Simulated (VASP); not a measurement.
Computed with LDA (Ceperley-Alder, Perdew-Zunger), VASP's LDA PAW potentials (set 64) (plane waves; VASP).

VASP ran on this input.

### INCAR
```
SYSTEM = HfO2
PREC = Accurate
ENCUT = 320
EDIFF = 1E-6
NELM = 100
ALGO = Normal
LREAL = .FALSE.
LASPH = .TRUE.
ISMEAR = -1
SIGMA = 0.1
LMAXMIX = 6
LWAVE = .FALSE.
LCHARG = .FALSE.
ISIF = 2
```

### KPOINTS
```
Automatic mesh
0
Gamma
2 2 2
0.5 0.5 0.5
```

### POSCAR
```
HfO2
1
    5.2960220000     0.0000000000     0.0000000000
    0.0000000000     5.1027070000     0.0000000000
    0.0000000000     0.0000000000     5.1117690000
Hf O
4 8
Direct
  0.0300000000   0.2670000000   0.2500000000
  0.9700000000   0.7330000000   0.7500000000
  0.5300000000   0.7330000000   0.2500000000
  0.4700000000   0.2670000000   0.7500000000
  0.3610000000   0.0680000000   0.1060000000
  0.6390000000   0.9320000000   0.6060000000
  0.8610000000   0.9320000000   0.1060000000
  0.1390000000   0.0680000000   0.6060000000
  0.2290000000   0.5370000000   0.0000000000
  0.7710000000   0.4630000000   0.5000000000
  0.7290000000   0.4630000000   0.0000000000
  0.2710000000   0.5370000000   0.5000000000
```

POTCAR, in this order: Hf_pv O (LDA.64 set). Program: vasp_std.

At this cut-off the stress carries a Pulay error, which pulls relaxed volumes low.

Predict the energy per atom (σ→0), pressure, largest force.

```yaml
energy per atom (σ→0): -11.085 eV/atom
pressure: -48.70 GPa
largest_force: 0.393 eV/Å
```

File OSZICAR:
```
...
DAV:   8    -0.133048772289E+03    0.12838E+00   -0.52693E-01   120   0.359E+00    0.657E+00
DAV:   9    -0.133017979313E+03    0.30793E-01   -0.11514E-01   112   0.172E+00    0.341E+00
DAV:  10    -0.133015981349E+03    0.19980E-02   -0.15734E-02   128   0.547E-01    0.201E-01
DAV:  11    -0.133015980861E+03    0.48771E-06   -0.24922E-03   120   0.249E-01    0.236E-01
DAV:  12    -0.133015963826E+03    0.17034E-04   -0.70441E-04   120   0.112E-01    0.133E-01
DAV:  13    -0.133015950457E+03    0.13369E-04   -0.13833E-04   128   0.495E-02    0.660E-02
DAV:  14    -0.133015950199E+03    0.25833E-06   -0.88887E-06   128   0.138E-02
   1 F= -.13301595E+03 E0= -.13301595E+03  d E =-.975356E-09
```

The structure was generated: HfO2 was put into an ordered model structure, which need not be its known phase. The cell was not relaxed at this level. The k-mesh is coarse (spacing up to 0.62 per Å, 2π included), so the numbers may not be converged in it. The run is one of a series of settings (ENCUT = 320, GGA removed, KPOINTS 2×2×2 Γ-centred mesh shifted by (0.5, 0.5, 0.5), POTCAR Hf_pv O (LDA.64 set) against the base run), some of them coarse on purpose.
